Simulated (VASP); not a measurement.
Te2W (relaxed from the fluorite structure, space group Fm-3m): computed properties

All values below come from PBEsol GGA, VASP's PBE PAW potentials (set 64) (plane waves; VASP).

```yaml
space_group: Fm-3m (225)
cell: a = b = c = 6.5729 Å, α = β = γ = 90.00°
volume_per_atom: 23.66 Å^3/atom
band gap (over mesh and band path): none (metal, semimetal or under 0.01 eV)
hill_bulk_modulus: 112 GPa
hill_shear_modulus: 28.8 GPa
Poisson's ratio: 0.382
band_gap_with_spin_orbit_coupling: none (metallic)
density: 10.27 g/cm³
optical Γ-point spectrum: 113 (×3), 144 (×3) cm⁻¹
C11: 163 GPa
C12: 86.7 GPa
C44: 23.8 GPa
```

```yaml
crystal:
  lattice:
    - [0.00000, 3.28645, 3.28645]
    - [3.28645, 0.00000, 3.28645]
    - [3.28645, 3.28645, 0.00000]
  atoms:
    - { symbol: W, position: [0.00000, 0.00000, 0.00000] }
    - { symbol: Te, position: [0.25000, 0.25000, 0.25000] }
    - { symbol: Te, position: [0.75000, 0.75000, 0.75000] }
```

Finite-difference elastic constants of metals are sensitive to mesh and smearing; shear constants can be off by tens of GPa. Unless said otherwise, spin-orbit coupling is left out, though it shifts the bands of the heavy elements here.

The structure was generated: Te2W was put into the fluorite type (Fm-3m), which need not be its known phase. It was relaxed first, which changed the volume by -8 %. Symmetry was kept, so distortions that lower it aren't found.
